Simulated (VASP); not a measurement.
Set up this calculation in VASP 6.6.1, as the native input.

```
Task                   : relaxation of cell and atoms
Functional             : r2SCAN
Dispersion             : rVV10
Potentials or basis    : VASP PAW PBE potentials, release 64 (Zn, Se)
Cutoff                 : 600 eV
k mesh                 : 8 × 8 × 8
Occupations            : gaussian, width 0.02 eV
Spin                   : no spin polarisation
Further INCAR settings : ALGO = Normal; EDIFF = 1e-07; IBRION = 2; EDIFFG = -0.005; NSW = 90; ISIF = 3
```

The structure of ZnSe lies in POSCAR:

```
ZnSe
1.0
    0.0000000000      2.8324425400      2.8324425400
    2.8324425400      0.0000000000      2.8324425400
    2.8324425400      2.8324425400      0.0000000000
Zn Se
1 1
Direct
    0.0000000000      0.0000000000      0.0000000000
    0.2500000000      0.2500000000      0.2500000000
```

The cell is a database's computed one.

These files were run (other wordings do the same):

INCAR

```
SYSTEM = ZnSe
  PREC = Accurate
  ENCUT = 600
  EDIFF = 1E-7
  ISMEAR = 0
  SIGMA = 0.02
  LREAL = .False.
  LASPH = .True.
  NELM = 60
  ALGO = Normal
  ISIF = 3
  LWAVE = .False.
  LCHARG = .False.
  METAGGA = R2SCAN
  LMIXTAU = .True.
  LUSE_VDW = .True.
  IVDW_NL = 2
  BPARAM = 11.95
  CPARAM = 0.0093
  IBRION = 2
  NSW = 90
  EDIFFG = -0.005
```

KPOINTS

```
regular mesh
0
Gamma
  8 8 8
  0 0 0
```

Potentials or basis: VASP PAW PBE potentials, release 64 (Zn, Se).

Launch:

```bash
$ cat potpaw_PBE.64/Zn/POTCAR potpaw_PBE.64/Se/POTCAR > POTCAR
$ mpirun -np 1 vasp_std > vasp.out
```

Results of the run:

- Relaxed volume: 22.50 Å³/atom
- Relaxed cell: a = 3.992 Å, b = 3.992 Å, c = 3.992 Å, α = 60.00°, β = 60.00°, γ = 60.00°
- Space group after relaxing (to 0.05 Å): F-43m (No. 216)
- Energy gained by relaxing: 0.6 meV/atom
- Ionic steps: 4
- Pressure after relaxing: 0.0 GPa
- Band gap on the k mesh: 1.87 eV, direct

Caveat: the PAW data sets were made with another functional, which shifts forces and pressure a little.

It took 6.8 min on 1 thread of Intel(R) Xeon(R) Platinum 8259CL CPU @ 2.50GHz (Skylake/Cascade Lake) (shared host), peak memory 0.34 GiB.
